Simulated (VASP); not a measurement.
# Hf2Cl (Fd-3m) in VASP: relaxation of cell and atoms with PBE

Aim: the relaxation of cell and atoms of Hf2Cl with PBE.

Program: VASP 6.6.1. These are calculated values, not measurements. Logs are shortened: lines on timing, memory, paths and dates and some standing lists are left out, and cuts for length are marked.

### Step 1. The cell of the first run

The structure is cubic, space group Fd-3m (No. 227). The conventional cell has a = 8.912 Å, b = 8.912 Å, c = 8.912 Å, α = 90.00°, β = 90.00°, γ = 90.00°. Hf (site symmetry -3m) has 6 Hf at 3.15 Å as nearest neighbours. Cl (site symmetry -43m) has 12 Hf at 3.69 Å and 4 Cl at 3.86 Å as nearest neighbours.

The cell was built by a generator and needn't be a form met in nature.

### Step 2. Relaxation of cell and atoms, PBE (species swapped into the NdMg2 type (Fd-3m, No. 227))

File INCAR:

```
  PREC = Accurate
  ENCUT = 600
  EDIFF = 1E-7
  ISMEAR = 0
  SIGMA = 0.1
  LREAL = False
  LASPH = True
  NELM = 100
  ALGO = Fast
  ISIF = 3
  LWAVE = False
  LCHARG = False
  GGA = PE
  IBRION = 2
  NSW = 90
  EDIFFG = -0.04
```

File KPOINTS:

```
regular mesh
0
Gamma
  4 4 4
```

File POSCAR:

```
Hf2Cl
1.0
    0.0000000000      4.4562439800      4.4562439800
    4.4562439800      0.0000000000      4.4562439800
    4.4562439800      4.4562439800      0.0000000000
Hf Cl
4 2
Direct
    0.1250000000      0.1250000000      0.1250000000
    0.6250000000      0.1250000000      0.1250000000
    0.1250000000      0.1250000000      0.6250000000
    0.1250000000      0.6250000000      0.1250000000
    0.5000000000      0.5000000000      0.5000000000
    0.7500000000      0.7500000000      0.7500000000
```

Potentials or basis: VASP PAW PBE potentials, release 64 (Hf_pv, Cl).

Launch:

```sh
cat potpaw_PBE.64/Hf_pv/POTCAR potpaw_PBE.64/Cl/POTCAR > POTCAR
mpirun -np 1 vasp_std > vasp.out
```

OUTCAR:

```text
PREC = Accurate
   ENCUT = 600
   EDIFF = 1E-7
   ISMEAR = 0
   LREAL = False
   LASPH = True
   NELM = 100
   ISIF = 3
   GGA = PE
   IBRION = 2
   NSW = 90
   EDIFFG = -0.04

 ion  position               nearest neighbor table
   1  0.125  0.125  0.125-   2 3.15   3 3.15   4 3.15   3 3.15   4 3.15   2 3.15
   2  0.625  0.125  0.125-   1 3.15   3 3.15   4 3.15   1 3.15   3 3.15   4 3.15
   3  0.125  0.125  0.625-   1 3.15   1 3.15   2 3.15   4 3.15   4 3.15   2 3.15
   4  0.125  0.625  0.125-   1 3.15   3 3.15   1 3.15   2 3.15   3 3.15   2 3.15
   5  0.500  0.500  0.500-
   6  0.750  0.750  0.750-

  LATTYP: Found a face centered cubic cell.
 ALAT       =     8.9124879600

  Lattice vectors:

 A1 = (   0.0000000000,   4.4562439800,   4.4562439800)
 A2 = (   4.4562439800,   0.0000000000,   4.4562439800)
 A3 = (   4.4562439800,   4.4562439800,   0.0000000000)

Analysis of symmetry for initial positions (statically):
=====================================================================
 Subroutine PRICEL returns:
 Original cell was already a primitive cell.

 Routine SETGRP: Setting up the symmetry group for a
 face centered cubic supercell.

 Subroutine GETGRP returns: Found 48 space group operations
 (whereof 24 operations were pure point group operations)
 out of a pool of 48 trial point group operations.

The static configuration has the point symmetry T_d .
 The point group associated with its full space group is O_h .

Analysis of symmetry for dynamics (positions and initial velocities):
=====================================================================
 Subroutine PRICEL returns:
 Original cell was already a primitive cell.

 Routine SETGRP: Setting up the symmetry group for a
 face centered cubic supercell.

 Subroutine GETGRP returns: Found 48 space group operations
 (whereof 24 operations were pure point group operations)
 out of a pool of 48 trial point group operations.

The dynamic configuration has the point symmetry T_d .
 The point group associated with its full space group is O_h .

 Subroutine INISYM returns: Found 48 space group operations
 (whereof 24 operations are pure point group operations),
 and found     1 'primitive' translations

----------------------------------------------------------------------------------------

                                     Primitive cell

  volume of cell :     176.9852

  direct lattice vectors                    reciprocal lattice vectors
     0.000000000  4.456243980  4.456243980    -0.112202115  0.112202115  0.112202115
     4.456243980  0.000000000  4.456243980     0.112202115 -0.112202115  0.112202115
[... 63 lines left out ...]
   ions per type =               4   2
   NGX,Y,Z   is equivalent  to a cutoff of  13.19, 13.19, 13.19 a.u.
   NGXF,Y,Z  is equivalent  to a cutoff of  26.38, 26.38, 26.38 a.u.
 SYSTEM =  unknown system
   PREC   = accura    normal or accurate (medium, high low for compatibility)
   ISTART =      0    job   : 0-new  1-cont  2-samecut
   ICHARG =      2    charge: 1-file 2-atom 10-const
   ISPIN  =      1    spin polarized calculation?
   LNONCOLLINEAR =      F non collinear calculations
   LSORBIT =      F    spin-orbit coupling
   LASPH  =      T    aspherical Exc in radial PAW
   ENCUT  =  600.0 eV  44.10 Ry    6.64 a.u.  12.59 12.59 12.59*2*pi/ulx,y,z
   NELM   =    100;   NELMIN=  2; NELMDL= -5     # of ELM steps
   EDIFF  = 0.1E-06   stopping-criterion for ELM
   LREAL  =      F    real-space projection
   EDIFFG = -.4E-01   stopping-criterion for IOM
   NSW    =     90    number of steps for IOM
   IBRION =      2    ionic relax: 0-MD 1-quasi-New 2-CG
   NFREE  =      1    steps in history (QN), initial steepest desc. (CG)
   ISIF   =      3    stress and relaxation
   ISYM   =      2    0-nonsym 1-usesym 2-fastsym
   POTIM  = 0.5000    time-step for ionic-motion
   TEBEG  =    0.0;   TEEND  =   0.0 temperature during run
   PSTRESS=    0.0 pullay stress
   NELECT =      54.0000    total number of electrons
   NUPDOWN=      -1.0000    fix difference up-down
   EMIN   =  10.00;   EMAX   =-10.00  energy-range for DOS
   EFERMI =   0.00;   METHOD = LEGACY
   ISMEAR =     0;   SIGMA  =   0.10  broadening in eV -4-tet -1-fermi 0-gaus
   EFERMI_NEDOS =   21; number of points for ismear=-14 and -15
   IALGO  =     68    algorithm
   IMIX   =      4    mixing-type and parameters
     AMIX     =   0.40;   BMIX     =  1.00
     AMIX_MAG =   1.60;   BMIX_MAG =  1.00
  volume/ion in A,a.u.               =      29.50       199.06
  Fermi-wavevector in a.u.,A,eV,Ry     =   1.102116  2.082696 16.526434  1.214659
  Thomas-Fermi vector in A             =   2.238553
   LORBIT       =      0    0 simple, 1 ext, 2 COOP (PROOUT), +10 PAW based schemes
   GGA     = PE    functional components
   LHFCALC =     F    Hartree Fock is set to
   AEXX    =    0.0000 exact exchange contribution
   IVDW    =     0    specifies the selected vdW correction
   LEPSILON=     F    determine dielectric tensor
   LRPA    =     F    only Hartree local field effects (RPA)
 conjugate gradient relaxation of ions
 non-spin polarized calculation
 RMM-DIIS sequential band-by-band and
 Gauss-broadening in eV      SIGMA  =   0.10
  energy-cutoff  :      600.00
  volume of cell :      176.99
 maximum number of plane-waves:      5961
   NGX = 25   NGY = 25   NGZ = 25

--------------------------------------- Ionic step        1  -------------------------------------------

 number of electron      54.0000006 magnetization

 Free energy of the ion-electron system (eV)
  ---------------------------------------------------
  ext. energy  EPLUGINS =         0.00000000
  ---------------------------------------------------
  free energy    TOTEN  =       -38.29872944 eV

  energy without entropy =      -38.22342562  energy(sigma->0) =      -38.26107753

 E-fermi :   2.9554     XC(G=0):  -9.3106

 val. band max:        2.9469951681   @ k =   0.5000   0.2500   0.0000
 cond. band min:       2.9645153385   @ k =  -0.2500   0.5000   0.2500
 fundamental gap:      0.0175201704
 Fermi energy:         2.9553736445

 k-point     1 :       0.0000    0.0000    0.0000
  band No.  band energies     occupation
      1     -28.5946      2.00000
      2     -28.5946      2.00000
      3     -28.5946      2.00000
      4     -28.5670      2.00000
      5     -28.5670      2.00000
      6     -28.5104      2.00000
[... 348 lines left out ...]
--------------------------------------- Ionic step        3  -------------------------------------------

 number of electron      53.9999994 magnetization

 Free energy of the ion-electron system (eV)
  ---------------------------------------------------
  ext. energy  EPLUGINS =         0.00000000
  ---------------------------------------------------
  free energy    TOTEN  =       -39.02560322 eV

  energy without entropy =      -38.98148063  energy(sigma->0) =      -39.00354193

 E-fermi :   4.2940     XC(G=0): -10.0898

 val. band max:        4.2909633111   @ k =  -0.2500   0.5000   0.2500
 cond. band min:       4.3608452908   @ k =   0.2500   0.0000   0.0000
 fundamental gap:      0.0698819797
 Fermi energy:         4.2939674132

 k-point     1 :       0.0000    0.0000    0.0000
  band No.  band energies     occupation
      1     -27.1355      2.00000
      2     -26.9229      2.00000
      3     -26.9229      2.00000
      4     -26.9229      2.00000
      5     -26.8333      2.00000
      6     -26.8333      2.00000
[... 302 lines left out ...]
  FREE ENERGIE OF THE ION-ELECTRON SYSTEM (eV)
  ---------------------------------------------------
  free  energy   TOTEN  =       -39.0256032229 eV

  energy  without entropy=      -38.9814806337  energy(sigma->0) =      -39.00354193

 reached required accuracy - stopping structural energy minimisation
```

OSZICAR:

```text
N       E                     dE             d eps       ncg     rms          rms(c)
DAV:   1     0.288173156660E+03    0.28817E+03   -0.30228E+04   528   0.169E+03
DAV:   2    -0.125825026520E+02   -0.30076E+03   -0.29570E+03   624   0.368E+02
DAV:   3    -0.395947097267E+02   -0.27012E+02   -0.26771E+02   688   0.670E+01
[... 71 lines left out ...]
RMM:  11    -0.390256023244E+02   -0.82703E-06   -0.81377E-06   381   0.326E-03    0.248E-02
RMM:  12    -0.390256026759E+02   -0.35146E-06   -0.42492E-06   411   0.310E-03    0.126E-02
RMM:  13    -0.390256030188E+02   -0.34290E-06   -0.21682E-06   350   0.175E-03    0.120E-02
RMM:  14    -0.390256031587E+02   -0.13992E-06   -0.13402E-06   240   0.115E-03    0.937E-03
RMM:  15    -0.390256032229E+02   -0.64195E-07   -0.68355E-07   175   0.821E-04
   3 F= -.39025603E+02 E0= -.39003542E+02  d E =-.726874E+00
```

Run time: 6.4 min. Hardware: 1 thread of Intel Xeon Platinum 8259CL at 2.50GHz (Skylake/Cascade Lake), shared host; peak memory 0.38 GiB.

What came out:

- Free energy: -39.0256 eV
- Relaxed volume: 24.68 Å³/atom
- Relaxed cell: a = 5.938 Å, b = 5.938 Å, c = 5.938 Å, α = 60.00°, β = 60.00°, γ = 60.00°
- Space group after relaxing (to 0.05 Å): Fd-3m (No. 227)
- Energy gained by relaxing: 121.1 meV/atom
- Ionic steps: 3
- Pressure after relaxing: 0.0 GPa
- Band gap on the k mesh: none (metal or under the smearing width)

Step by step:
```tsv
step	energy change (eV)	largest force (eV/Å)	pressure (GPa)	volume (Å³)
1	0.0000	0.0000	-7.02	176.99
2	-0.7207	0.0000	0.87	145.89
3	-0.7269	0.0000	0.03	148.08
```

Final structure:
```xyz
6
Lattice="0.0000 4.1991 4.1991 4.1991 0.0000 4.1991 4.1991 4.1991 0.0000" Properties=species:S:1:pos:R:3 pbc="T T T"
Hf    1.0498    1.0498    1.0498
Hf    1.0498    3.1493    3.1493
Hf    3.1493    3.1493    1.0498
Hf    3.1493    1.0498    3.1493
Cl    4.1991    4.1991    4.1991
Cl    6.2987    6.2987    6.2987
```

Caveat: the volume moved by over 15 % at a fixed basis, so the end points are rough.
